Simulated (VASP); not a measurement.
GaN (relaxed from the layer:h-BN structure): computed properties

These are r2SCAN meta-GGA, VASP's PBE PAW potentials (set 64) (plane waves; VASP) values and carry that method's errors.

```
Property                                                                                             Result
---------------------------------------------  ------------------------------------------------------------
space group                                                                                     P-6m2 (187)
cell                                           a = b = 3.1886 Å, c = 15.0728 Å, α = β = 90.00°, γ = 120.00°
band gap (over mesh and band path)                                                                  2.71 eV
smallest direct gap (over mesh and band path)                                                       2.89 eV
band-edge character                                                                        indirect, K to Γ
```

```
GaN
1.0
    3.18860     0.00000     0.00000
   -1.59430     2.76141     0.00000
    0.00000     0.00000    15.07278
Ga N
1 1
Direct
  0.66667   0.33333   0.50000
  0.33333   0.66667   0.50000
```

The cell holds vacuum, so volume and density refer to the whole cell. The cell holds a wide vacuum, so values per volume refer to the whole cell.

The cell is a sheet with vacuum, built from a generated structure.
